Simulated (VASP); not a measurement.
# Relaxed cell of Mg (Magnesium): a test of cutoff and mesh

How far does the relaxed cell of Mg (Magnesium) depend on cutoff and k mesh? The starting structure is a measured crystal structure from the Crystallography Open Database. The first relaxation on each setting starts from this cell expanded by 3 % in volume.

Method: Kohn-Sham DFT with plane waves and PAW; PBEsol, in VASP 6.6.1.

## Step 1: The structure

It takes space group P6_3/mmc (No. 194, hexagonal). The conventional cell has a = 3.209 Å, b = 3.209 Å, c = 5.210 Å, α = 90.00°, β = 90.00°, γ = 120.00°. Nearest to Mg lie 12 Mg at 3.20 to 3.21 Å.

## Step 2: Reference relaxation

This run starts from the cell of an earlier relaxation, which isn't shown; the restart sets up the plane waves anew.

File INCAR:

```
SYSTEM = Mg
PREC = Accurate
ENCUT = 450
EDIFF = 1E-06
NELM = 100
ISMEAR = 1
SIGMA = 0.15
LREAL = .FALSE.
ALGO = Normal
GGA = PS
NBANDS = 8
LORBIT = 11
LWAVE = .FALSE.
LCHARG = .FALSE.
KPAR = 4
IBRION = 2
NSW = 50
ISIF = 3
EDIFFG = -0.004
```

File POSCAR:

```
Mg
1.0
    3.1784974032      0.0000000000      0.0000000000
   -1.5892487016      2.7526594970      0.0000000000
    0.0000000000      0.0000000000      5.1434592591
Mg
2
Direct
    0.6666666667      0.3333333333      0.7500000000
    0.3333333333      0.6666666667      0.2500000000
```

File KPOINTS:

```
Automatic mesh
0
Gamma
16 16 10
0 0 0
```

PAW data sets: Mg (PBE family, release 64).

Started as:

```
$ mpirun -np 4 vasp_std
```

What it wrote:

```text
[banner, memory and clock lines left out]
running    4 mpi-ranks, on    1 nodes
 distrk:  each k-point on    1 cores,    4 groups
 distr:  one band on    1 cores,    1 groups

 POSCAR found type information on POSCAR Mg
 POSCAR found :  1 types and       2 ions
|                                                                             |
|               ----> ADVICE to this user running VASP <----                  |
|                                                                             |
|     You enforced a specific xc type in the INCAR file but a different       |
|     [... a line on the potential file left out ...]
|     I HOPE YOU KNOW WHAT YOU ARE DOING!                                     |
|                                                                             |

 LDA part: xc-table for (Slater+PW92), standard interpolation
 POSCAR, INCAR and KPOINTS ok, starting setup
 FFT: planning ... GRIDC
 FFT: planning ... GRID_SOFT
 FFT: planning ... GRID
 WAVECAR not read
 entering main loop
       N       E                     dE             d eps       ncg     rms          rms(c)
DAV:   1    -0.140326061086E+01   -0.14033E+01   -0.12334E+03  2880   0.320E+02
DAV:   2    -0.344943131769E+01   -0.20462E+01   -0.19630E+01  3992   0.197E+01
DAV:   3    -0.346066810414E+01   -0.11237E-01   -0.11223E-01  3792   0.192E+00
DAV:   4    -0.346069600840E+01   -0.27904E-04   -0.27904E-04  4136   0.821E-02
DAV:   5    -0.346069607024E+01   -0.61846E-07   -0.62163E-07  3920   0.291E-03    0.961E-01
DAV:   6    -0.345018860438E+01    0.10507E-01   -0.56151E-04  3424   0.166E-01    0.612E-01
DAV:   7    -0.344066935425E+01    0.95193E-02   -0.23396E-03  3176   0.302E-01    0.312E-02
DAV:   8    -0.344067424464E+01   -0.48904E-05   -0.16186E-05  4488   0.266E-02    0.631E-03
DAV:   9    -0.344067391636E+01    0.32828E-06   -0.91501E-07  3192   0.454E-03
   1 F= -.34406739E+01 E0= -.34404304E+01  d E =-.344067E+01
 curvature:   0.00 expect dE= 0.000E+00 dE for cont linesearch  0.000E+00
 trial: gam= 0.00000 g(F)=  0.322E-51 g(S)=  0.360E-06 ort = 0.000E+00 (trialstep = 0.100E+01)
 search vector abs. value=  0.360E-06
 reached required accuracy - stopping structural energy minimisation
```

Elapsed: 15 s, on 4 MPI ranks of AMD EPYC 7R43, shared host; peak memory 0.61 GiB.

The logs omit lines about the potential files and the build; timing stands in the text.

Parts of OUTCAR (step 2):

```text
ion  position               nearest neighbor table
   1  0.667  0.333  0.750-   2 3.16   2 3.16   2 3.16   2 3.16   2 3.16   2 3.16
   2  0.333  0.667  0.250-   1 3.16   1 3.16   1 3.16   1 3.16   1 3.16   1 3.16

  LATTYP: Found a hexagonal cell.
 ALAT       =     3.1784974032
 C/A-ratio  =     1.6182046441

 Subroutine GETGRP returns: Found 24 space group operations
 (whereof 12 operations were pure point group operations)

The static configuration has the point symmetry D_3d.
 The point group associated with its full space group is D_6h.

 Found    180 irreducible k-points:

   k-points           NKPTS =    180   k-points in BZ     NKDIM =    180   number of bands    NBANDS=      8

   dimension x,y,z NGX =    24 NGY =   24 NGZ =   36
   dimension x,y,z NGXF=    48 NGYF=   48 NGZF=   72

   ENCUT  =  450.0 eV  33.07 Ry    5.75 a.u.   5.50  5.50  8.90*2*pi/ulx,y,z

   NELECT =       4.0000    total number of electrons

 k-points in reciprocal lattice and weights: Automatic mesh
   0.00000000  0.00000000  0.00000000       0.000
   0.06250000  0.00000000  0.00000000       0.002
   0.12500000  0.00000000  0.00000000       0.002
   0.18750000  0.00000000  0.00000000       0.002
   0.25000000  0.00000000  0.00000000       0.002
   0.31250000  0.00000000  0.00000000       0.002
   0.37500000  0.00000000  0.00000000       0.002
   0.43750000 -0.00000000  0.00000000       0.002
   0.50000000  0.00000000  0.00000000       0.001
[...]
0.37500000  0.25000000  0.50000000       0.002
   0.31250000  0.31250000  0.50000000       0.002

 average (electrostatic) potential at core
       1 -38.7928       2 -38.7928

 E-fermi :   2.7184

 k-point     1 :       0.0000    0.0000    0.0000
  band No.  band energies     occupation
      1      -4.3190      2.00000
      2       0.9955      2.00000
      3       1.4909      2.00000
      4      13.7042      0.00000
      5      13.7042      0.00000
      6      13.8545      0.00000
      7      13.8545      0.00000
      8      14.6490      0.00000

 k-point     2 :       0.0625    0.0000    0.0000
  band No.  band energies     occupation
      1      -4.2412      2.00000
      2       1.0663      2.00000
      3       1.5664      2.00000
      4      12.0732      0.00000
      5      12.8081      0.00000
      6      13.6072      0.00000
      7      14.8582      0.00000
      8      15.4005      0.00000

 k-point     3 :       0.1250    0.0000    0.0000
  band No.  band energies     occupation
      1      -4.0083      2.00000
      2       1.2788      2.00000
      3       1.7911      2.00000
      4      10.1394      0.00000
      5      11.9665      0.00000
      6      12.7233      0.00000
      7      14.9031      0.00000
      8      15.3807      0.00000

  Total       -0.0018367     -0.0018367     -0.0028561      0.0000000     -0.0000000     -0.0000000
  in kB       -0.0653923     -0.0653923     -0.1016837      0.0000000     -0.0000000     -0.0000000
  external PRESSURE =      -0.0774894 kB  Pullay stress =       0.0000000 kB

  energy-cutoff  :      450.00
  volume of cell :       45.00
      direct lattice vectors                 reciprocal lattice vectors
     3.178497403  0.000000000  0.000000000     0.314614069  0.181642517  0.000000000
    -1.589248702  2.752659497  0.000000000     0.000000000  0.363285034  0.000000000
     0.000000000  0.000000000  5.143459259     0.000000000  0.000000000  0.194421682

 POSITION                                       TOTAL-FORCE (eV/Angst)
 -----------------------------------------------------------------------------------
      1.58925      0.91755      3.85759        -0.000000     -0.000000      0.000000
     -0.00000      1.83511      1.28586         0.000000      0.000000      0.000000
 -----------------------------------------------------------------------------------
    total drift:                                0.000000     -0.000000      0.000000

  FREE ENERGIE OF THE ION-ELECTRON SYSTEM (eV)
  ---------------------------------------------------
  free  energy   TOTEN  =        -3.4406739164 eV

  energy  without entropy=       -3.4399433508  energy(sigma->0) =       -3.44043039

 reached required accuracy - stopping structural energy minimisation

 total charge
# of ion       s       p       d       tot
------------------------------------------
    1        0.209   0.130   0.012   0.351
    2        0.209   0.130   0.012   0.351
--------------------------------------------------
tot          0.418   0.260   0.024   0.702

[... 3 further parts left out ...]
```

The PAW data sets were made with PBE, which is usual practice but a small mismatch for other functionals. The run keeps the 24 symmetry operations of its start, so it cannot find a distortion of lower symmetry.

The reference relaxation ends at 22.501 Å³ an atom.

## Step 3: Relaxation with a cutoff of 200 eV

Against step 2 the input has ENCUT = 200. This run starts from the cell of an earlier relaxation, which isn't shown; the restart sets up the plane waves anew.

INCAR: that of step 2 with these lines changed.

```diff
@@ -2,3 +2,3 @@
 PREC = Accurate
-ENCUT = 450
+ENCUT = 200
 EDIFF = 1E-06
```

File POSCAR:

```
Mg
1.0
    3.1790053147      0.0000000000      0.0000000000
   -1.5895026573      2.7530993613      0.0000000000
    0.0000000000      0.0000000000      5.1440624555
Mg
2
Direct
    0.6666666667      0.3333333333      0.7500000000
    0.3333333333      0.6666666667      0.2500000000
```

KPOINTS is that of step 2.

Started as:

```
$ mpirun -np 4 vasp_std
```

What it wrote:

```text
[banner, memory and clock lines left out]
running    4 mpi-ranks, on    1 nodes
[...]
[... a notice as in an earlier step ...]

 LDA part: xc-table for (Slater+PW92), standard interpolation
 POSCAR, INCAR and KPOINTS ok, starting setup
[...]
entering main loop
       N       E                     dE             d eps       ncg     rms          rms(c)
DAV:   1    -0.271048486926E+01   -0.27105E+01   -0.76373E+02  3008   0.163E+02
DAV:   2    -0.345184602003E+01   -0.74136E+00   -0.71653E+00  4136   0.115E+01
DAV:   3    -0.345451441102E+01   -0.26684E-02   -0.26652E-02  3584   0.808E-01
DAV:   4    -0.345451700170E+01   -0.25907E-05   -0.25906E-05  4328   0.234E-02
DAV:   5    -0.345451700409E+01   -0.23903E-08   -0.24587E-08  3568   0.426E-04    0.959E-01
DAV:   6    -0.344467003151E+01    0.98470E-02   -0.42354E-04  3464   0.104E-01    0.611E-01
DAV:   7    -0.343526926194E+01    0.94008E-02   -0.20154E-03  3152   0.217E-01    0.314E-02
DAV:   8    -0.343527512381E+01   -0.58619E-05   -0.14977E-05  4376   0.210E-02    0.622E-03
DAV:   9    -0.343527427921E+01    0.84460E-06   -0.10323E-06  3216   0.469E-03
   1 F= -.34352743E+01 E0= -.34350331E+01  d E =-.343527E+01
[...]
reached required accuracy - stopping structural energy minimisation
```

It took 5.8 s on 4 MPI ranks; peak memory 0.36 GiB; 20 s of CPU time.

Parts of OUTCAR (step 3):

```text
  Total        0.0001745      0.0001745     -0.0000108      0.0000000     -0.0000000      0.0000000
  in kB        0.0062107      0.0062107     -0.0003831      0.0000000     -0.0000000      0.0000000
  external PRESSURE =       0.0040128 kB  Pullay stress =       0.0000000 kB

 POSITION                                       TOTAL-FORCE (eV/Angst)
 -----------------------------------------------------------------------------------
      1.58950      0.91770      3.85805         0.000000      0.000000      0.000000
     -0.00000      1.83540      1.28602        -0.000000      0.000000      0.000000
 -----------------------------------------------------------------------------------
    total drift:                               -0.000000      0.000000     -0.000000

  FREE ENERGIE OF THE ION-ELECTRON SYSTEM (eV)
  ---------------------------------------------------
  free  energy   TOTEN  =        -3.4352742792 eV

  energy  without entropy=       -3.4345508128  energy(sigma->0) =       -3.43503312

[... 2 parts as in an earlier step ...]

[... 2 further parts left out ...]
[key lines of the parts left out:]
E-fermi :   2.7205
```

With a cutoff of 200 eV the cell ends at 22.511 Å³ an atom, +0.04 % from the reference.

## Step 4: Relaxation with a 9×9×5 mesh

Against step 2 the input has a 9×9×5 mesh. This run starts from the cell of an earlier relaxation, which isn't shown; the restart sets up the plane waves anew.

INCAR: that of step 3 with these lines changed.

```diff
@@ -2,3 +2,3 @@
 PREC = Accurate
-ENCUT = 200
+ENCUT = 450
 EDIFF = 1E-06
```

File POSCAR:

```
Mg
1.0
    3.1688142140      0.0000000000      0.0000000000
   -1.5844071070      2.7442736092      0.0000000000
    0.0000000000      0.0000000000      5.1623436571
Mg
2
Direct
    0.6666666667      0.3333333333      0.7500000000
    0.3333333333      0.6666666667      0.2500000000
```

File KPOINTS:

```
Automatic mesh
0
Gamma
9 9 5
0 0 0
```

Started as:

```
$ mpirun -np 4 vasp_std
```

What it wrote:

```text
[... set-up lines as in an earlier step ...]
 entering main loop
       N       E                     dE             d eps       ncg     rms          rms(c)
DAV:   1    -0.118888866256E+01   -0.11889E+01   -0.13456E+03   576   0.333E+02
DAV:   2    -0.344867912342E+01   -0.22598E+01   -0.22044E+01   768   0.198E+01
DAV:   3    -0.346179445386E+01   -0.13115E-01   -0.13115E-01   760   0.209E+00
DAV:   4    -0.346183542483E+01   -0.40971E-04   -0.40971E-04   888   0.103E-01
DAV:   5    -0.346183557368E+01   -0.14884E-06   -0.14868E-06   792   0.428E-03    0.967E-01
DAV:   6    -0.345121575330E+01    0.10620E-01   -0.56253E-04   720   0.167E-01    0.616E-01
DAV:   7    -0.344159433368E+01    0.96214E-02   -0.23473E-03   632   0.303E-01    0.314E-02
DAV:   8    -0.344159896265E+01   -0.46290E-05   -0.16828E-05   856   0.269E-02    0.629E-03
DAV:   9    -0.344159862750E+01    0.33515E-06   -0.92119E-07   648   0.458E-03
   1 F= -.34415986E+01 E0= -.34420119E+01  d E =-.344160E+01
[...]
reached required accuracy - stopping structural energy minimisation
```

It took 5.4 s on 4 MPI ranks; peak memory 0.45 GiB.

OUTCAR, selected parts (step 4):

```text
  Total        0.0012094      0.0012094      0.0014293      0.0000000      0.0000000      0.0000000
  in kB        0.0431642      0.0431642      0.0510105      0.0000000      0.0000000      0.0000000
  external PRESSURE =       0.0457796 kB  Pullay stress =       0.0000000 kB

 POSITION                                       TOTAL-FORCE (eV/Angst)
 -----------------------------------------------------------------------------------
      1.58441      0.91476      3.87176        -0.000000      0.000000      0.000000
     -0.00000      1.82952      1.29059         0.000000      0.000000      0.000000
 -----------------------------------------------------------------------------------
    total drift:                                0.000000     -0.000000      0.000000

  FREE ENERGIE OF THE ION-ELECTRON SYSTEM (eV)
  ---------------------------------------------------
  free  energy   TOTEN  =        -3.4415986275 eV

  energy  without entropy=       -3.4428383076  energy(sigma->0) =       -3.44201185

[... 1 part as in an earlier step ...]

[... 3 further parts left out ...]
[key lines of the parts left out:]
E-fermi :   2.6656
```

With a 9×9×5 mesh the cell ends at 22.446 Å³ an atom, -0.24 % from the reference, a by -0.3 % and c by +0.4 %.

(Part 1 of 2 ends here.)

[Lines on the potential files, build, host, timing and source positions are cut from VASP's logs without a mark.]

[Logs are printed without paths, hosts, clocks, repeated set-up lines and the standing remarks that a program may print on its own settings, such as how far it seeks lower states.]

[Hosts, paths, dates, database ids (printed as entryN), source tags and the programs' standing remarks are cut or masked in the printed files.]
